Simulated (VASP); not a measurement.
Given:

```xyz
2
Lattice="2.9106 0.0000 0.0000 0.0000 2.9106 0.0000 0.0000 0.0000 2.9106" Properties=species:S:1:pos:R:3 pbc="T T T"
Zn     1.4553     1.4553     1.4553
Cu     0.0000     0.0000     0.0000
```

Computed with AM05 GGA, VASP's PBE PAW potentials (set 64) (plane waves; VASP). Run with 520 eV cut-off, Gaussian smearing of 0.050 eV, potentials Zn Cu.

Task: Give the energies of bands 4 to 14 at the high-symmetry points, in eV from the Fermi level.

Result: 
| band | Γ | X | M | R |
|---|---|---|---|---|
| 4 | -7.19 | -7.37 | -7.48 | -6.86 |
| 5 | -7.19 | -7.10 | -6.88 | -6.86 |
| 6 | -7.19 | -6.34 | -4.77 | -4.46 |
| 7 | -3.68 | -5.21 | -3.46 | -4.46 |
| 8 | -3.68 | -3.82 | -2.94 | -4.46 |
| 9 | -2.79 | -3.38 | -2.94 | -2.52 |
| 10 | -2.79 | -3.38 | -2.54 | -2.52 |
| 11 | -2.79 | -2.88 | -2.03 | 4.16 |
| 12 | 6.35 | -2.03 | -2.03 | 4.40 |
| 13 | 6.35 | 12.02 | 1.93 | 4.40 |
| 14 | 6.35 | 12.02 | 2.25 | 4.40 |

It has no gap at this level: it comes out as a metal or semimetal.

The compound is CuZn in the CsCl type structure. It was relaxed first. The electron count is odd and the run is not spin-polarised, which forces a metal.
